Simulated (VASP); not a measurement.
A convergence study with VASP on PbF$_{2}$ (fluorite): one setting is varied, all else stays as given below, so the limit is that of these other settings.

```yaml
crystal:
  lattice:
    - [0.00000, 2.97000, 2.97000]
    - [2.97000, 0.00000, 2.97000]
    - [2.97000, 2.97000, 0.00000]
  atoms:
    - { symbol: Pb, position: [0.00000, 0.00000, 0.00000] }
    - { symbol: F, position: [0.25000, 0.25000, 0.25000] }
    - { symbol: F, position: [0.75000, 0.75000, 0.75000] }
```

Method: PBE GGA, VASP's PBE PAW potentials (set 64) (plane waves; VASP). The tightest run used: 700 eV cut-off, 11×11×11 Monkhorst-Pack mesh, Gaussian smearing of 0.050 eV, potentials Pb_d F.

The settings run are 1×1×1 mesh; 2×2×2 mesh; 3×3×3 mesh; 4×4×4 mesh; 5×5×5 mesh; 6×6×6 mesh; 7×7×7 mesh; 8×8×8 mesh; 9×9×9 mesh; 10×10×10 mesh; 11×11×11 mesh. From which on does the energy per atom stay within 0.005 eV/atom of the tightest run?

From 2×2×2 mesh on: it is off by 0.0010 there and by no more than 0.005 in any finer run, while 1×1×1 mesh is off by 0.1630.
```tsv
setting	E (eV/atom)	pressure (GPa)	irreducible k-points	difference judged (eV/atom)
1×1×1 mesh	-4.6194	3.96	1	0.1630
2×2×2 mesh	-4.7834	1.88	2	0.0010
3×3×3 mesh	-4.7822	1.90	4	0.0002
4×4×4 mesh	-4.7824	1.90	10	0.0000
5×5×5 mesh	-4.7824	1.90	10	0.0000
6×6×6 mesh	-4.7824	1.90	28	0.0000
7×7×7 mesh	-4.7824	1.90	20	0.0000
8×8×8 mesh	-4.7824	1.90	60	0.0000
9×9×9 mesh	-4.7824	1.90	35	0.0000
10×10×10 mesh	-4.7824	1.90	110	0.0000
11×11×11 mesh	-4.7824	1.90	56	0.0000
```

Left out are rungs that failed or repeat a setting and relaxations that didn't move; long series are thinned to 24 rows.

The compound is PbF2 in the fluorite structure, the β form. The cell was not relaxed at this level.
